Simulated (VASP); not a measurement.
VASP ran on this input.

POSCAR:
```
Mo
1
   -1.5750000000     1.5750000000     1.5750000000
    1.5750000000    -1.5750000000     1.5750000000
    1.5750000000     1.5750000000    -1.5750000000
Mo
1
Direct
  0.0000000000   0.0000000000   0.0000000000
```

**KPOINTS**
```
Automatic mesh
0
Gamma
15 15 15
0 0 0
```

INCAR:
```
AGGAC=0.0
ALGO=Normal
EDIFF=1E-6
EDIFFG=-0.01
ENCUT=520
GGA=ML
IBRION=2
ISIF=3
ISMEAR=1
LASPH=.True.
LCHARG=.False.
LMAXMIX=4
LREAL=.False.
LUSE_VDW=.True.
LWAVE=.False.
NELM=100
NSW=60
PREC=Accurate
SIGMA=0.1
SYSTEM=Mo
ZAB_VDW=-1.8867
```

POTCAR, in this order: Mo_sv (PBE.64 set). Program: vasp_std.

Q: Translate this vdW-DF2 calculation to Quantum ESPRESSO's pw.x.

A: One equivalent input (not run):
```
&CONTROL
  calculation = 'vc-relax'
  pseudo_dir = './pseudo'
  outdir = './out'
  tprnfor = .true.
  tstress = .true.
  nstep = 60
  forc_conv_thr = 0.00039
/
&SYSTEM
  ibrav = 0
  nat = 1
  ntyp = 1
  ecutwfc = 80
  occupations = 'smearing'
  smearing = 'methfessel-paxton'
  degauss = 0.00735
  input_dft = 'vdw-df2'
/
&ELECTRONS
  conv_thr = 7.3e-08
  electron_maxstep = 100
/
&IONS
/
&CELL
/
ATOMIC_SPECIES
  Mo 95.950 Mo.upf
CELL_PARAMETERS angstrom
    -1.5750000    1.5750000    1.5750000
     1.5750000   -1.5750000    1.5750000
     1.5750000    1.5750000   -1.5750000
ATOMIC_POSITIONS crystal
  Mo   0.0000000  0.0000000  0.0000000
K_POINTS automatic
  15 15 15 0 0 0
```
The two are equivalent in intent, not identical: the potentials are each code's own (VASP's PAW set, PseudoDojo norm-conserving files in pw.x), so ENCUT and ecutwfc are chosen apart and not converted; conv_thr bounds pw.x's estimated SCF error, while EDIFF bounds the energy change between steps; forc_conv_thr acts on force components and is met together with etot_conv_thr.

The compound is Mo in the bcc structure. This run relaxes it. Symmetry was kept, so distortions that lower it aren't found.
